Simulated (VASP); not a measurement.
VASP ran on this input.

File POSCAR:
```
NaF
1
    0.0000000000     2.2483000031     2.2483000031
    2.2483000031     0.0000000000     2.2483000031
    2.2483000031     2.2483000031     0.0000000000
Na F
1 1
Direct
  0.0000000000   0.0000000000   0.0000000000
  0.5000000000   0.5000000000   0.5000000000
```

**INCAR**
```
! general
SYSTEM  = NaF
PREC    = Accurate
ENCUT   = 620
LREAL   = .FALSE.
LASPH   = .TRUE.

! electronic loop
EDIFF   = 1E-6
NELM    = 100
ALGO    = Normal

! smearing
ISMEAR  = 0
SIGMA   = 0.05

! functional
GGA     = PS

! ions
IBRION  = 2
NSW     = 40
ISIF    = 3
EDIFFG  = -0.02
PSTRESS = 100

! output
LWAVE   = .FALSE.
LCHARG  = .FALSE.
```

File KPOINTS:
```
Automatic mesh
0
Gamma
10 10 10
0 0 0
```

POTCAR, in this order: Na_pv F (PBE.64 set). Program: vasp_std.

Problem. Translate this PBEsol calculation to Quantum ESPRESSO's pw.x.

Solution. One equivalent input (not run):
```
&CONTROL
  calculation = 'vc-relax'
  pseudo_dir = './pseudo'
  outdir = './out'
  tprnfor = .true.
  tstress = .true.
  nstep = 40
  forc_conv_thr = 0.00078
/
&SYSTEM
  ibrav = 0
  nat = 2
  ntyp = 2
  ecutwfc = 88
  occupations = 'smearing'
  smearing = 'gaussian'
  degauss = 0.003675
  input_dft = 'pbesol'
/
&ELECTRONS
  conv_thr = 7.3e-08
  electron_maxstep = 100
/
&IONS
/
&CELL
  press = 100
/
ATOMIC_SPECIES
  Na 22.990 Na.upf
  F 18.998 F.upf
CELL_PARAMETERS angstrom
     0.0000000    2.2483000    2.2483000
     2.2483000    0.0000000    2.2483000
     2.2483000    2.2483000    0.0000000
ATOMIC_POSITIONS crystal
  Na   0.0000000  0.0000000  0.0000000
  F    0.5000000  0.5000000  0.5000000
K_POINTS automatic
  10 10 10 0 0 0
```
The two are equivalent in intent, not identical: the potentials are each code's own (VASP's PAW set, PseudoDojo norm-conserving files in pw.x), so ENCUT and ecutwfc are chosen apart and not converted; conv_thr bounds pw.x's estimated SCF error, while EDIFF bounds the energy change between steps; forc_conv_thr acts on force components and is met together with etot_conv_thr.

The compound is NaF in the rock salt structure. This run relaxes it under an external pressure of 10 GPa. Symmetry was kept, so distortions that lower it aren't found.
